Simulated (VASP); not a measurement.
The system is Cd.

```
CELL_PARAMETERS angstrom
2.97887 0.00000 0.00000
-1.48944 2.57978 0.00000
0.00000 0.00000 5.61765
ATOMIC_POSITIONS crystal
Cd 0.33333 0.66667 0.25000
Cd 0.66667 0.33333 0.75000
```

| Property | Result |
| --- | --- |
| Program | VASP 6.6.1 |
| Task | relaxation of cell and atoms |
| Functional | PBE |
| Potentials or basis | VASP PAW PBE potentials, release 64 (Cd) |
| Cutoff | 520 eV |
| k mesh | 17 × 17 × 8 |
| Occupations | gaussian, width 0.1 eV |
| Spin | no spin polarisation |

At the start: pressure 3.3 GPa; volume 21.59 Å³/atom.

**Question.** How do energy, volume and symmetry change on relaxing?

**Answer.** Over 7 steps the energy falls by 13.5 meV/atom and the volume is 22.94 Å³/atom (+6.3 %); space group P6_3/mmc (No. 194, to 0.05 Å).

Step by step:
```tsv
step	energy change (eV)	largest force (eV/Å)	pressure (GPa)	volume (Å³)
1	0.0000	0.0000	3.30	43.17
2	-0.0268	0.0000	-0.12	46.01
3	-0.0268	0.0000	0.00	45.86
4	-0.0268	0.0000	0.08	45.80
5	-0.0269	0.0000	0.04	45.83
6	-0.0269	0.0000	0.06	45.84
7	-0.0270	0.0000	0.03	45.87
```

Final structure:
```xyz
2
Lattice="3.0436 0.0000 0.0000 -1.5218 2.6358 0.0000 0.0000 0.0000 5.7179" Properties=species:S:1:pos:R:3 pbc="T T T"
Cd    0.0000    1.7572    1.4295
Cd    1.5218    0.8786    4.2884
```
